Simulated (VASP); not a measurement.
Runs of VASP 6.6.1 on SnSe2. Symmetry: P-3m1, No. 164, trigonal system. Conventional cell: a = 3.841 Å, b = 3.841 Å, c = 6.007 Å, α = 90.00°, β = 90.00°, γ = 120.00°. Around Sn (site symmetry -3m) lie 6 Se at 2.73 Å. Around Se (site symmetry 3m) lie 3 Sn at 2.73 Å. 

| task | level | potentials or basis | spin | cell | k mesh | cutoff (eV) | gap on the mesh (eV) | pressure (GPa) | largest force (eV/Å) |
| --- | --- | --- | --- | --- | --- | --- | --- | --- | --- |
| band structure | TB-mBJ | VASP PAW PBE potentials, release 64 (Sn_d, Se) | off | P-3m1, 25.58 Å³/atom | 9 × 9 × 5 | 520 | (a) | - | - |
| relaxation of cell and atoms | PBE+D3(BJ) | VASP PAW PBE potentials, release 64 (Sn_d, Se) | off | relaxed | 9 × 9 × 5 | 600 | 0.43 | 0.0 | - |
| band structure | PBE+D3(BJ) | VASP PAW PBE potentials, release 64 (Sn_d, Se) | SOC, no magnetisation | P-3m1, 25.58 Å³/atom | 6 × 6 × 4 | 520 | - | 0.1 | 0.01 |
| band structure | r2SCAN | VASP PAW PBE potentials, release 64 (Sn_d, Se) | off | P-3m1, 25.58 Å³/atom | 9 × 9 × 5 | 520 | 0.70 | 0.4 | (b) |
| band structure | LDA | VASP PAW LDA potentials, release 64 (Sn_d, Se) | off | P-3m1, 25.58 Å³/atom | 9 × 9 × 5 | 520 | 0.32 | -2.2 | 0.23 |
| band structure | PBE+D3(BJ) | VASP PAW PBE potentials, release 64 (Sn_d, Se) | off | P-3m1, 25.58 Å³/atom | 9 × 9 × 5 | 520 | 0.43 | 0.0 | - |

Alike in all rows: smearing gaussian 0.03 eV.

Question: Estimate the missing entries.

Answer: (a) 0.98; (b) 0.34.

Caveats: spin-orbit coupling is left out, which moves the levels of the heavy elements (some runs); the PAW data sets were made with another functional, which shifts forces and pressure a little (some runs); an odd mesh through Γ misses points on the zone boundary, where band edges often lie (some runs).

A k mesh can miss the band edges, and rows without SOC leave out spin-orbit coupling on Se, Sn.
